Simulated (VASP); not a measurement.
Level of theory: HSE06 screened hybrid, VASP's PBE PAW potentials (set 64) (plane waves; VASP).

A VASP calculation is set up with these files.

**POSCAR**
```
SrCl2
1
    0.0000000000     3.5201566425     3.5201566425
    3.5201566425     0.0000000000     3.5201566425
    3.5201566425     3.5201566425     0.0000000000
Sr Cl
1 2
Direct
  0.0000000000   0.0000000000   0.0000000000
  0.2500000000   0.2500000000   0.2500000000
  0.7500000000   0.7500000000   0.7500000000
```

**INCAR**
```
SYSTEM = SrCl2
PREC = Accurate; ENCUT = 520; LREAL = F
LASPH = T; ISYM = 3
EDIFF = 1E-6; NELM = 60; ALGO = Normal
LMAXMIX = 4
ISMEAR = 0; SIGMA = 0.05
GGA = PE; LHFCALC = T; AEXX = 0.25
HFSCREEN = 0.2; PRECFOCK = Fast
ISIF = 2
LWAVE = F; LCHARG = F
```

File KPOINTS_OPT:
```
named points and PBE's band edges
8
Reciprocal
  0.000000   0.000000   0.000000 1 ! GAMMA
  0.500000   0.000000   0.500000 1 ! X
  0.500000   0.500000   0.500000 1 ! L
  0.500000   0.250000   0.750000 1 ! W
  0.375000   0.375000   0.750000 1 ! K
  0.625000   0.250000   0.625000 1 ! U
  0.464290   0.000000   0.464290 1 ! near an edge
  0.035710   0.000000   0.035710 1 ! near an edge
```

KPOINTS:
```
Automatic mesh
0
Gamma
4 4 4
0 0 0
```

POTCAR, in this order: Sr_sv Cl (PBE.64 set). Program: vasp_std. Read from the step before: WAVECAR.

The run wrote:

### OSZICAR
```
       N       E                     dE             d eps       ncg     rms          rms(c)
DAV:   1    -0.148357324385E+02   -0.14836E+02   -0.35446E-01   328   0.436E+00    0.166E+00
DAV:   2    -0.148395581140E+02   -0.38257E-02   -0.13597E-02   344   0.928E-01    0.116E+00
DAV:   3    -0.148387542607E+02    0.80385E-03   -0.13372E-03   328   0.302E-01    0.649E-01
DAV:   4    -0.148385068330E+02    0.24743E-03   -0.53158E-04   256   0.173E-01    0.348E-01
DAV:   5    -0.148384468064E+02    0.60027E-04   -0.16824E-04   376   0.876E-02    0.191E-01
DAV:   6    -0.148384287715E+02    0.18035E-04   -0.34262E-05   400   0.440E-02    0.105E-01
DAV:   7    -0.148384226641E+02    0.61074E-05   -0.87431E-06   368   0.243E-02    0.586E-02
DAV:   8    -0.148384206814E+02    0.19826E-05   -0.25263E-06   288   0.144E-02    0.332E-02
DAV:   9    -0.148384200801E+02    0.60135E-06   -0.11422E-06   272   0.939E-03
   1 F= -.14838420E+02 E0= -.14838420E+02  d E =-.211888E-20
```

### OUTCAR
```
------------------------ aborting loop because EDIFF is reached ----------------------------------------
  FORCE on cell =-STRESS in cart. coord.  units (eV):
  Direction    XX          YY          ZZ          XY          YZ          ZX
  --------------------------------------------------------------------------------------
  Total       -0.2229163     -0.2229163     -0.2229163     -0.0000000     -0.0000000      0.0000000
  in kB       -4.0938924     -4.0938924     -4.0938924     -0.0000000     -0.0000000      0.0000000
  external PRESSURE =      -4.0938924 kB  Pullay stress =       0.0000000 kB
  volume of cell :       87.24
      direct lattice vectors                 reciprocal lattice vectors
     0.000000000  3.520156642  3.520156642    -0.142039134  0.142039134  0.142039134
     3.520156642  0.000000000  3.520156642     0.142039134 -0.142039134  0.142039134
     3.520156642  3.520156642  0.000000000     0.142039134  0.142039134 -0.142039134
 POSITION                                       TOTAL-FORCE (eV/Angst)
 -----------------------------------------------------------------------------------
      0.00000      0.00000      0.00000        -0.000000     -0.000000     -0.000000
      1.76008      1.76008      1.76008        -0.000000     -0.000000     -0.000000
      5.28023      5.28023      5.28023         0.000000      0.000000      0.000000
 -----------------------------------------------------------------------------------
    total drift:                                0.000000     -0.000000      0.000000
  FREE ENERGIE OF THE ION-ELECTRON SYSTEM (eV)
  ---------------------------------------------------
  free  energy   TOTEN  =       -14.8384200801 eV

  energy  without entropy=      -14.8384200801  energy(sigma->0) =      -14.83842008

  exchange ACFDT corr.  =         0.00000000  see jH, gK, PRB 81, 115126
```
(Selected blocks of OUTCAR.)

stdout:
```
...
 POSCAR found :  2 types and       3 ions
 Reading from existing POTCAR
 Reading from existing POTCAR
 LDA part: xc-table for (Slater+PW92), standard interpolation
 found WAVECAR, reading the header
 POSCAR, INCAR and KPOINTS ok, starting setup
 reading WAVECAR
 the WAVECAR file was read successfully
 initial charge from wavefunction
 entering main loop
       N       E                     dE             d eps       ncg     rms          rms(c)
DAV:   1    -0.148357324385E+02   -0.14836E+02   -0.35446E-01   328   0.436E+00    0.166E+00
DAV:   2    -0.148395581140E+02   -0.38257E-02   -0.13597E-02   344   0.928E-01    0.116E+00
DAV:   3    -0.148387542607E+02    0.80385E-03   -0.13372E-03   328   0.302E-01    0.649E-01
DAV:   4    -0.148385068330E+02    0.24743E-03   -0.53158E-04   256   0.173E-01    0.348E-01
DAV:   5    -0.148384468064E+02    0.60027E-04   -0.16824E-04   376   0.876E-02    0.191E-01
DAV:   6    -0.148384287715E+02    0.18035E-04   -0.34262E-05   400   0.440E-02    0.105E-01
DAV:   7    -0.148384226641E+02    0.61074E-05   -0.87431E-06   368   0.243E-02    0.586E-02
DAV:   8    -0.148384206814E+02    0.19826E-05   -0.25263E-06   288   0.144E-02    0.332E-02
DAV:   9    -0.148384200801E+02    0.60135E-06   -0.11422E-06   272   0.939E-03
   1 F= -.14838420E+02 E0= -.14838420E+02  d E =-.211888E-20
 Start KPOINTS_OPT (optional k-point list driver)
k-point batch [1-8\8]

 -----------------------------------------------------------------------------
|                     _     ____    _    _    _____     _                     |
|                    | |   |  _ \  | |  | |  / ____|   | |                    |
|                    | |   | |_) | | |  | | | |  __    | |                    |
|                    |_|   |  _ <  | |  | | | | |_ |   |_|                    |
|                     _    | |_) | | |__| | | |__| |    _                     |
|                    (_)   |____/   \____/   \_____|   (_)                    |
|                                                                             |
|                                                                             |
|     internal error in CHECK_GEN_LAYOUT: G-vectors changed at ik:12 old:     |
|     2352 new: 2351                                                          |
|                                                                             |
|     If you are not a developer, you should not encounter this problem.      |
|     Please submit a bug report.                                             |
|                                                                             |
 -----------------------------------------------------------------------------
```

VASP stops with an error: internal error in CHECK_GEN_LAYOUT: G-vectors changed at ik:12 old: 2352 new: 2351 If you are not a developer, you should not encounter this problem. Please submit a bug report.

The compound is SrCl2 in the fluorite structure. It was relaxed first.
